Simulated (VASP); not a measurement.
# LaC2: structure and properties in VASP, part 6 of 6

What structure does LaC2 take at this level, and what are its properties? The start is a cell from a database of measured crystal structures.

VASP 6.6.1; r2SCAN with rVV10; plane waves and PAW (La, C).

Still holding for the runs below: This run has no spin polarisation. Its electron count is odd, so without a moment it is a metal by construction.

So far. Step 10 (Volume scan with r2SCAN + rVV10 (run 5)): The run ends at a pressure of -2.43 GPa, with forces up to 0.44 eV/Å.

## (11) Volume scan with r2SCAN + rVV10 (run 6)

INCAR

```
SYSTEM = LaC2
PREC = Accurate
ENCUT = 520
EDIFF = 1E-06
NELM = 100
ISMEAR = 0
SIGMA = 0.05
LREAL = .FALSE.
ALGO = Normal
METAGGA = R2SCAN
LUSE_VDW = .TRUE.
IVDW_NL = 2
BPARAM = 11.95
CPARAM = 0.0093
LASPH = .TRUE.
NBANDS = 15
LORBIT = 11
LWAVE = .FALSE.
LCHARG = .FALSE.
KPAR = 2
ISIF = 2
```

POSCAR

```
LaC2
1.0
   -1.9920155730      1.9920155730      3.3274620176
    1.9920155730     -1.9920155730      3.3274620176
    1.9920155730      1.9920155730     -3.3274620176
La C
1 2
Direct
    0.0000000000      0.0000000000      0.0000000000
    0.4017310197      0.4017310197      0.0000000000
    0.5982689803      0.5982689803      0.0000000000
```

KPOINTS

```
Automatic mesh
0
Gamma
7 7 7
0 0 0
```

The projector-augmented-wave data sets are La and C (PBE family, release 64).

Started as:

```console
mpirun -np 2 vasp_std
```

The log of the run:

```text
[... set-up lines as in an earlier step ...]
 entering main loop
       N       E                     dE             d eps       ncg     rms          rms(c)
Total rVV10 correction in eV:      0.2866925    19.4986125
Total rVV10 correction in eV:      0.2866925    19.4986125
DAV:   1     0.131730156566E+03    0.13173E+03   -0.73189E+03  1224   0.168E+03
DAV:   2    -0.296508882871E+02   -0.16138E+03   -0.15496E+03  1720   0.260E+02
DAV:   3    -0.560876902224E+02   -0.26437E+02   -0.24584E+02  2029   0.130E+02
DAV:   4    -0.573056405378E+02   -0.12180E+01   -0.12158E+01  1915   0.286E+01
DAV:   5    -0.573780622517E+02   -0.72422E-01   -0.72386E-01  1856   0.620E+00    0.759E+00
Total rVV10 correction in eV:      0.3133508    19.4986124
Total rVV10 correction in eV:      0.3133508    19.4986124
DAV:   6    -0.502650390482E+02    0.71130E+01   -0.66707E+00  2003   0.184E+01    0.402E+00
Total rVV10 correction in eV:      0.3304242    19.4986125
Total rVV10 correction in eV:      0.3304242    19.4986125
DAV:   7    -0.502520321924E+02    0.13007E-01   -0.20023E+00  2056   0.938E+00    0.218E+00
[...]
Total rVV10 correction in eV:      0.3409203    19.4988967
Total rVV10 correction in eV:      0.3409203    19.4988967
DAV:  19    -0.502619046524E+02   -0.44041E-05   -0.44545E-05  1771   0.637E-02    0.320E-03
Total rVV10 correction in eV:      0.3409252    19.4989007
Total rVV10 correction in eV:      0.3409252    19.4989007
DAV:  20    -0.502619101917E+02   -0.55394E-05   -0.37889E-06  2136   0.138E-02    0.651E-03
Total rVV10 correction in eV:      0.3409166    19.4988939
Total rVV10 correction in eV:      0.3409166    19.4988939
DAV:  21    -0.502619003054E+02    0.98863E-05   -0.10164E-06  1419   0.137E-02    0.148E-03
Total rVV10 correction in eV:      0.3409128    19.4988917
Total rVV10 correction in eV:      0.3409128    19.4988917
DAV:  22    -0.502618988370E+02    0.14684E-05   -0.22026E-05  1676   0.417E-02    0.419E-03
Total rVV10 correction in eV:      0.3409144    19.4988923
Total rVV10 correction in eV:      0.3409144    19.4988923
DAV:  23    -0.502618982339E+02    0.60311E-06   -0.54065E-06  2023   0.239E-02
Total rVV10 correction in eV:      0.3409186    19.4988954
Total rVV10 correction in eV:      0.3409186    19.4988954
Total rVV10 correction in eV:      0.3409166    19.4988936
Total rVV10 correction in eV:      0.3409166    19.4988936
   1 F= -.50261898E+02 E0= -.50261075E+02  d E =-.164601E-02
```

Wall time 3.3 min (2 MPI ranks of AMD EPYC 7R43, shared host); peak memory 0.61 GiB.

From OUTCAR (step 11):

```text
  Total       -1.0147998     -1.0147998     -2.5920161      0.0000000      0.0000000      0.0000000
  in kB      -30.7845222    -30.7845222    -78.6302606      0.0000000      0.0000000      0.0000000
  external PRESSURE =     -46.7331016 kB  Pullay stress =       0.0000000 kB

 POSITION                                       TOTAL-FORCE (eV/Angst)
 -----------------------------------------------------------------------------------
      0.00000      0.00000      0.00000        -0.000000     -0.000000      0.000000
      0.00000      0.00000      2.67349         0.000000      0.000000      0.858519
      0.00000      0.00000      3.98143         0.000000      0.000000     -0.858519
 -----------------------------------------------------------------------------------
    total drift:                               -0.000000     -0.000000     -0.000000

  FREE ENERGIE OF THE ION-ELECTRON SYSTEM (eV)
  ---------------------------------------------------
  free  energy   TOTEN  =       -50.2618982339 eV

  energy  without entropy=      -50.2602522287  energy(sigma->0) =      -50.26107523

[... 1 part as in an earlier step ...]

[... 2 further parts left out ...]
[key lines of the parts left out:]
E-fermi :   7.1496
```

The pressure falls from -2.43 to -4.67 GPa.

The run ends at a pressure of -4.67 GPa, with forces up to 0.86 eV/Å.

## (12) Volume scan with r2SCAN + rVV10 (run 7)

A prediction first. A parabola through the 6 pressures of evenly scaled cells so far, P = -0.01 -129.4 t +276 t² GPa with t = ln(V/V₁) and V₁ the volume at scale 1, gives -6.61 GPa at t = +0.0583.

INCAR is that of step 11.

POSCAR

```
LaC2
1.0
   -2.0047039123      2.0047039123      3.3486566146
    2.0047039123     -2.0047039123      3.3486566146
    2.0047039123      2.0047039123     -3.3486566146
La C
1 2
Direct
    0.0000000000      0.0000000000      0.0000000000
    0.4017310197      0.4017310197      0.0000000000
    0.5982689803      0.5982689803      0.0000000000
```

KPOINTS is that of step 11.

Started as:

```console
mpirun -np 2 vasp_std
```

The log of the run:

```text
[... set-up lines as in an earlier step ...]
 entering main loop
       N       E                     dE             d eps       ncg     rms          rms(c)
Total rVV10 correction in eV:      0.2914795    19.4986125
Total rVV10 correction in eV:      0.2914795    19.4986125
DAV:   1     0.137038022781E+03    0.13704E+03   -0.72716E+03  1208   0.169E+03
DAV:   2    -0.308679008255E+02   -0.16791E+03   -0.16155E+03  1700   0.263E+02
DAV:   3    -0.560574806401E+02   -0.25190E+02   -0.24471E+02  2005   0.125E+02
DAV:   4    -0.572200943787E+02   -0.11626E+01   -0.11600E+01  1880   0.275E+01
DAV:   5    -0.572937741399E+02   -0.73680E-01   -0.73658E-01  1845   0.601E+00    0.746E+00
Total rVV10 correction in eV:      0.3180159    19.4986125
Total rVV10 correction in eV:      0.3180159    19.4986125
DAV:   6    -0.502247031711E+02    0.70691E+01   -0.65895E+00  2003   0.181E+01    0.395E+00
Total rVV10 correction in eV:      0.3348830    19.4986125
Total rVV10 correction in eV:      0.3348830    19.4986125
DAV:   7    -0.502151178332E+02    0.95853E-02   -0.19657E+00  2034   0.921E+00    0.216E+00
[...]
Total rVV10 correction in eV:      0.3453847    19.4988985
Total rVV10 correction in eV:      0.3453847    19.4988985
DAV:  15    -0.502253390394E+02    0.86603E-02   -0.69878E-02  1780   0.248E+00    0.630E-02
Total rVV10 correction in eV:      0.3453791    19.4988952
Total rVV10 correction in eV:      0.3453791    19.4988952
DAV:  16    -0.502261310910E+02   -0.79205E-03   -0.74676E-03  1951   0.448E-01    0.101E-02
Total rVV10 correction in eV:      0.3453930    19.4988965
Total rVV10 correction in eV:      0.3453930    19.4988965
DAV:  17    -0.502261577698E+02   -0.26679E-04   -0.17793E-04  1760   0.967E-02    0.792E-03
Total rVV10 correction in eV:      0.3453816    19.4988968
Total rVV10 correction in eV:      0.3453816    19.4988968
DAV:  18    -0.502261581883E+02   -0.41845E-06   -0.10149E-05  2120   0.267E-02    0.581E-03
Total rVV10 correction in eV:      0.3453795    19.4988968
Total rVV10 correction in eV:      0.3453795    19.4988968
DAV:  19    -0.502261581321E+02    0.56231E-07   -0.49088E-07  1357   0.485E-03
Total rVV10 correction in eV:      0.3453848    19.4989065
Total rVV10 correction in eV:      0.3453848    19.4989065
Total rVV10 correction in eV:      0.3453779    19.4988977
Total rVV10 correction in eV:      0.3453779    19.4988977
   1 F= -.50226158E+02 E0= -.50225347E+02  d E =-.162241E-02
```

Wall time 4 min (2 MPI ranks); peak memory 0.75 GiB.

Parts of OUTCAR (step 12):

```text
  Total       -1.4830649     -1.4830649     -3.7856875      0.0000000      0.0000000      0.0000000
  in kB      -44.1407459    -44.1407459   -112.6741425      0.0000000      0.0000000      0.0000000
  external PRESSURE =     -66.9852114 kB  Pullay stress =       0.0000000 kB

 POSITION                                       TOTAL-FORCE (eV/Angst)
 -----------------------------------------------------------------------------------
      0.00000      0.00000      0.00000        -0.000000     -0.000000     -0.000000
      0.00000      0.00000      2.69052         0.000000      0.000000      1.251323
      0.00000      0.00000      4.00679        -0.000000     -0.000000     -1.251323
 -----------------------------------------------------------------------------------
    total drift:                               -0.000000     -0.000000      0.000000

  FREE ENERGIE OF THE ION-ELECTRON SYSTEM (eV)
  ---------------------------------------------------
  free  energy   TOTEN  =       -50.2261581321 eV

  energy  without entropy=      -50.2245357172  energy(sigma->0) =      -50.22534692

[... 1 part as in an earlier step ...]

[... 2 further parts left out ...]
[key lines of the parts left out:]
E-fermi :   6.9928
```

The pressure falls from -4.67 to -6.70 GPa. The parabola predicted -6.61 GPa, +0.09 GPa off.

## (13) The series together

Times are for 2 MPI ranks of AMD EPYC 7R43, shared host. Results by setting:

```tsv
no.	volume scale	energy above the lowest point (meV/atom)	pressure (GPa)	time	memory (GiB)
1	0.94	27.75	9.069	2.8 min	0.6
2	0.96	12.03	5.718	3.7 min	0.59
3	0.98	2.99	2.707	3.5 min	0.59
4	1	0	0.003047	2.3 min	0.61
5	1.02	2.46	-2.434	4.4 min	0.6
6	1.04	9.9	-4.673	3.3 min	0.61
7	1.06	21.81	-6.699	4 min	0.75
```

## (14) Fit for r2SCAN + rVV10

This step: Birch-Murnaghan fit, r2SCAN with rVV10; plane waves and PAW (VASP 6.6.1).

This step runs nothing: it gathers the runs above.

Numbers from this step:

| Item | Value |
| --- | --- |
| pressure derivative of the bulk modulus | 3.973 |
| r.m.s. error of the fit | 3.91e-6 eV/atom |
| minimum inside the sampled range | yes |
| bulk modulus | 129.0 GPa |
| equilibrium volume of the fit | 16.94 Å³/atom |

Table of energy above the fitted minimum by volume:

```tsv
volume (Å³/atom)	energy above the fitted minimum (eV/atom)
15.912	0.0278
16.251	0.0120
16.589	0.00300
16.928	7.7e-6
17.267	0.00247
17.605	0.00991
17.944	0.0218
```

The fitted volume lies +0.06 % from the relaxed one. The atoms bear forces along the scan, since they were held; freeing them would lower the modulus.

## (15) Independent-particle dielectric function (r2SCAN + rVV10)

This step: r2SCAN with rVV10; plane waves and PAW (La, C) (VASP 6.6.1).

LOPTICS sums transitions from filled to empty bands. The mesh is finer than in the run before. NBANDS is raised for it.

Edit INCAR of step 12 so:

```diff
@@ -15,3 +15,3 @@
 LASPH = .TRUE.
-NBANDS = 15
+NBANDS = 33
 LORBIT = 11
@@ -20,2 +20,4 @@
 KPAR = 2
-ISIF = 2
+LOPTICS = .TRUE.
+NEDOS = 1500
+CSHIFT = 0.1
```

POSCAR

```
LaC2
1.0
   -1.9661423123      1.9661423123      3.2842433333
    1.9661423123     -1.9661423123      3.2842433333
    1.9661423123      1.9661423123     -3.2842433333
La C
1 2
Direct
    0.0000000000      0.0000000000      0.0000000000
    0.4017310197      0.4017310197      0.0000000000
    0.5982689803      0.5982689803      0.0000000000
```

KPOINTS

```
Automatic mesh
0
Gamma
10 10 10
0 0 0
```

Started as:

```console
mpirun -np 2 vasp_std
```

The log of the run:

```text
[... set-up lines as in an earlier step ...]
 entering main loop
       N       E                     dE             d eps       ncg     rms          rms(c)
Total rVV10 correction in eV:      0.2768346    19.4986125
Total rVV10 correction in eV:      0.2768346    19.4986125
DAV:   1     0.844070838302E+02    0.84407E+02   -0.67861E+03  8960   0.786E+02
DAV:   2    -0.442380200788E+02   -0.12865E+03   -0.10978E+03  7532   0.169E+02
DAV:   3    -0.568671318979E+02   -0.12629E+02   -0.12114E+02  8143   0.528E+01
DAV:   4    -0.575088736185E+02   -0.64174E+00   -0.63586E+00 10335   0.106E+01
DAV:   5    -0.575246878143E+02   -0.15814E-01   -0.15804E-01  9173   0.139E+00    0.784E+00
Total rVV10 correction in eV:      0.3036453    19.4986126
Total rVV10 correction in eV:      0.3036453    19.4986126
DAV:   6    -0.503177195070E+02    0.72070E+01   -0.20738E+00 10630   0.849E+00    0.415E+00
Total rVV10 correction in eV:      0.3200962    19.4986126
Total rVV10 correction in eV:      0.3200962    19.4986126
DAV:   7    -0.502824983569E+02    0.35221E-01   -0.79326E-01 10135   0.398E+00    0.221E+00
Total rVV10 correction in eV:      0.3258434    19.4986172
Total rVV10 correction in eV:      0.3258434    19.4986172
DAV:   8    -0.503103013463E+02   -0.27803E-01   -0.88314E-02 10738   0.262E+00    0.668E-01
Total rVV10 correction in eV:      0.3301256    19.4986799
Total rVV10 correction in eV:      0.3301256    19.4986799
DAV:   9    -0.502958467737E+02    0.14455E-01   -0.12495E-02 10817   0.951E-01    0.205E-01
Total rVV10 correction in eV:      0.3304565    19.4987512
Total rVV10 correction in eV:      0.3304565    19.4987512
DAV:  10    -0.502961237029E+02   -0.27693E-03   -0.36167E-03 10864   0.336E-01    0.113E-01
Total rVV10 correction in eV:      0.3312707    19.4988387
Total rVV10 correction in eV:      0.3312707    19.4988387
DAV:  11    -0.502965420390E+02   -0.41834E-03   -0.51463E-04 10560   0.149E-01    0.454E-02
Total rVV10 correction in eV:      0.3314170    19.4988507
Total rVV10 correction in eV:      0.3314170    19.4988507
DAV:  12    -0.502965747252E+02   -0.32686E-04   -0.73065E-05 11007   0.701E-02    0.207E-02
Total rVV10 correction in eV:      0.3315319    19.4988703
Total rVV10 correction in eV:      0.3315319    19.4988703
DAV:  13    -0.502973876921E+02   -0.81297E-03   -0.75450E-03  7829   0.336E-01    0.825E-02
Total rVV10 correction in eV:      0.3315152    19.4988665
Total rVV10 correction in eV:      0.3315152    19.4988665
DAV:  14    -0.502965424351E+02    0.84526E-03   -0.52743E-03  7644   0.322E-01    0.265E-02
Total rVV10 correction in eV:      0.3315157    19.4988658
Total rVV10 correction in eV:      0.3315157    19.4988658
DAV:  15    -0.502966140487E+02   -0.71614E-04   -0.67914E-04  9959   0.765E-02    0.107E-02
Total rVV10 correction in eV:      0.3315139    19.4988649
Total rVV10 correction in eV:      0.3315139    19.4988649
DAV:  16    -0.502966121728E+02    0.18759E-05   -0.14167E-05  8601   0.136E-02    0.929E-03
Total rVV10 correction in eV:      0.3315042    19.4988638
Total rVV10 correction in eV:      0.3315042    19.4988638
DAV:  17    -0.502966089900E+02    0.31829E-05   -0.22022E-06  9060   0.514E-03    0.860E-03
Total rVV10 correction in eV:      0.3315046    19.4988634
Total rVV10 correction in eV:      0.3315046    19.4988634
DAV:  18    -0.502966076478E+02    0.13422E-05   -0.10729E-07  4672   0.142E-03    0.865E-03
Total rVV10 correction in eV:      0.3315050    19.4988629
Total rVV10 correction in eV:      0.3315050    19.4988629
DAV:  19    -0.502966064765E+02    0.11713E-05   -0.10122E-07  4295   0.132E-03    0.880E-03
Total rVV10 correction in eV:      0.3315047    19.4988627
Total rVV10 correction in eV:      0.3315047    19.4988627
DAV:  20    -0.502966059562E+02    0.52032E-06   -0.54553E-08  3797   0.121E-03
Total rVV10 correction in eV:      0.3315214    19.4988749
Total rVV10 correction in eV:      0.3315214    19.4988749
Total rVV10 correction in eV:      0.3315034    19.4988619
Total rVV10 correction in eV:      0.3315034    19.4988619
   1 F= -.50296606E+02 E0= -.50295745E+02  d E =-.172130E-02
 optical routines
 imaginary and real dielectric function
 direction            1
 direction            2
 direction            3
```

Run time: 8.5 min. Hardware: 2 MPI ranks; peak memory 0.94 GiB.

Parts of OUTCAR (step 15):

```text
   k-points           NKPTS =    102   k-points in BZ     NKDIM =    102   number of bands    NBANDS=     33

   NELECT =      19.0000    total number of electrons

 E-fermi :   7.4972

 k-point     1 :       0.0000    0.0000    0.0000
  band No.  band energies     occupation
    ...
      7       2.3209      2.00000
      8       4.0004      2.00000
      9       4.0004      2.00000
     10       7.3697      1.99969
     11       7.3697      1.99969
     12       8.1438      0.00000
     13       9.7025      0.00000
     14      10.3743      0.00000
     15      10.4159      0.00000
     16      10.4473      0.00000
    ...

  Total        0.0309034      0.0309034     -0.0986008      0.0000000     -0.0000000      0.0000000
  in kB        0.9749721      0.9749721     -3.1107558      0.0000000     -0.0000000      0.0000000
  external PRESSURE =      -0.3869372 kB  Pullay stress =       0.0000000 kB

 POSITION                                       TOTAL-FORCE (eV/Angst)
 -----------------------------------------------------------------------------------
      0.00000      0.00000      0.00000         0.000000      0.000000      0.000000
      0.00000      0.00000      2.63876        -0.000000     -0.000000      0.029144
      0.00000      0.00000      3.92972        -0.000000     -0.000000     -0.029144
 -----------------------------------------------------------------------------------
    total drift:                               -0.000000     -0.000000     -0.000000

  FREE ENERGIE OF THE ION-ELECTRON SYSTEM (eV)
  ---------------------------------------------------
  free  energy   TOTEN  =       -50.2966059562 eV

  energy  without entropy=      -50.2948846526  energy(sigma->0) =      -50.29574530

 plasma frequency squared (from intraband transitions) (eV^2)
  --------------------------------------------------------------------------------------
      46.676       0.000      -0.000
       0.000      46.676       0.000
      -0.000       0.000      48.474

[... 7 parts as in an earlier step ...]

[... 9 further parts left out ...]
```

These are independent-particle spectra without excitons or local fields, and fine structure depends on the mesh and on CSHIFT. The intraband (Drude) part is not in this spectrum.

Numbers from this step:

| Property | Result |
| --- | --- |
| SCF cycles | 20 |
| bands | 33 |
| irreducible k-points | 102 |
| free energy (TOTEN) | -50.2966 eV |
| energy at zero smearing | -50.2957 eV |
| Fermi energy | 7.497 eV |
| pressure | -0.03869 GPa |

The imaginary dielectric function has structure finer than the step of the table below, so its rows give means over 1 eV, whole bins alone (the curve runs from 0 to 25.0 eV). Peaks (eV: height): xx 0.1: 78.9; zz 0.1: 51.3, 9.2: 9.19.

Table of imaginary dielectric function by photon energy; means over each step:

```tsv
photon energy (eV)	xx	zz
1	4.32	0.894
2	0.843	0.320
3	1.52	1.08
4	1.86	1.88
5	1.64	2.61
6	2.17	4.55
7	4.16	3.08
8	5.34	2.87
9	5.65	6.36
10	3.49	6.05
11	2.17	4.28
12	1.50	2.96
13	1.38	1.24
14	1.36	1.17
15	0.842	1.07
16	1.05	0.609
17	1.17	0.859
18	1.65	1.13
19	1.35	1.05
20	1.68	1.31
21	2.32	1.72
22	2.42	1.40
23	1.95	1.48
24	1.17	1.55
```

Real dielectric function against photon energy:

```tsv
photon energy (eV)	xx	zz
0	130	80.6
1	-0.724	4.29
2	3.12	4.71
3	4.96	6.09
4	4.04	5.11
5	4.26	5.80
6	5.03	5.17
7	4.21	2.05
8	3.73	3.96
9	1.37	6.24
10	-1.03	0.245
11	-0.607	-1.58
12	0.0130	-0.992
13	0.616	-0.800
14	0.369	-0.593
15	0.618	0.0270
16	1.07	0.380
17	1.38	0.907
18	1.38	0.860
19	0.803	0.835
20	1.53	1.29
21	0.704	0.406
22	0.355	0.386
23	-0.654	0.532
24	-0.567	-0.194
```

## (16) Summary of results

| Property | Result |
| --- | --- |
| relaxed volume | 16.93 Å³/atom |
| relaxed conventional cell a, b, c | 3.932, 3.932, 6.568 Å |
| space group after relaxing, within 0.02 Å | I4/mmm (No. 139) |
| band gap | none, a metal |
| DOS at the Fermi level | 0.956 states/eV/cell |
| bulk modulus from the fit | 129 GPa |
| volume from the fit | 16.9 Å³/atom |

**Reading.** With r2SCAN + rVV10, LaC2 relaxes to 16.93 Å³/atom in space group I4/mmm (held by the symmetry of the run), comes out as a metal and has a bulk modulus of 129 GPa at fixed shape and positions, an upper bound. Against the listed cell the volume lies -0.1 % (a under 0.05 %, c -0.1 %). Band structure (r2SCAN + rVV10): Of the bands kept, 2 cross the Fermi level on this path. Spin-orbit coupling is left out, and with elements this heavy it would split and shift bands near the Fermi level. The k-sampling is coarse for a metal, so the Fermi level, pressures and the shape of the cell carry errors. With an odd electron count and no spin the cell is a metal by construction. No search among competing phases was made, and a listed structure need not be the one stable at ambient conditions. All values are for a static lattice at zero temperature.

[Lines on the potential files, build, host, timing and source positions are cut from VASP's logs without a mark.]

[Logs are printed without paths, hosts, clocks, repeated set-up lines and the standing remarks that a program may print on its own settings, such as how far it seeks lower states.]

[Hosts, paths, dates, database ids (printed as entryN), source tags and the programs' standing remarks are cut or masked in the printed files.]

[A measured line is paired with the nearest computed mode of its activity, which favours agreement.]
